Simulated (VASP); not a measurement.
All values below come from PBE GGA, VASP's PBE PAW potentials (set 64) (plane waves; VASP).

VASP input:

File KPOINTS:
```
Regular mesh
0
gamma
 9 9 9
0 0 0
```

**POSCAR**
```
Ni3Si
1
    3.4567879199     0.0000000000     0.0000000000
    0.0000000000     3.4567879199     0.0000000000
    0.0000000000     0.0000000000     3.4567879199
Si Ni
1 3
Direct
  0.0000000000   0.0000000000   0.0000000000
  0.0000000000   0.5000000000   0.5000000000
  0.5000000000   0.0000000000   0.5000000000
  0.5000000000   0.5000000000   0.0000000000
```

INCAR:
```
# general
SYSTEM =Ni3Si
PREC   =Accurate
ENCUT  =500   # plane-wave cut-off (eV)
LREAL  =.False.
LASPH  =.True.

# electronic loop
EDIFF  =1E-6   # SCF stop (eV)
NELM   =100   # most electronic steps
ALGO   =Normal   # blocked Davidson
LMAXMIX=4

# smearing
ISMEAR =1   # Methfessel-Paxton
SIGMA  =0.1   # width (eV)

# functional
GGA    =PE   # PBE

# ions
IBRION =2
NSW    =40   # most ionic steps
ISIF   =3   # ions, shape and volume
EDIFFG =-0.02
PSTRESS=200

# output
LWAVE  =.False.
LCHARG =.False.
```

POTCAR, in this order: Si Ni (PBE.64 set). Program: vasp_std.

Energy and stress use the plane-wave basis of the starting cell.

Q: What does the run give for the energy per atom (σ→0), volume per atom, band gap (on the k-mesh)?

A: 
```
Item                                                        Result
------------------------  ----------------------------------------
energy per atom (σ→0)                               -5.874 eV/atom
band gap (on the k-mesh)  none (metal, semimetal or under 0.01 eV)
volume per atom                                       9.97 Å³/atom
```

**OSZICAR**
```
...
DAV:   4    -0.235097023812E+02    0.26397E-01   -0.25648E-01  1541   0.413E+00    0.128E+00
DAV:   5    -0.234953767402E+02    0.14326E-01   -0.29679E-02  1908   0.275E+00    0.329E-01
DAV:   6    -0.234945757938E+02    0.80095E-03   -0.41114E-03  1598   0.827E-01    0.720E-02
DAV:   7    -0.234946380654E+02   -0.62272E-04   -0.17616E-04  2250   0.109E-01    0.436E-02
DAV:   8    -0.234946483818E+02   -0.10316E-04   -0.21596E-06  1378   0.154E-02    0.538E-03
DAV:   9    -0.234946471030E+02    0.12788E-05   -0.86008E-07   905   0.938E-03    0.263E-03
DAV:  10    -0.234946470861E+02    0.16893E-07   -0.26623E-07   800   0.616E-03
   3 F= -.18516998E+02 E0= -.18517110E+02  d E =-.469627E-01
```

The compound is Ni3Si in the L1_2 structure. This run relaxes it under an external pressure of 20 GPa. Symmetry was kept, so distortions that lower it aren't found. The run is not spin-polarised, so no magnetic state was tried.
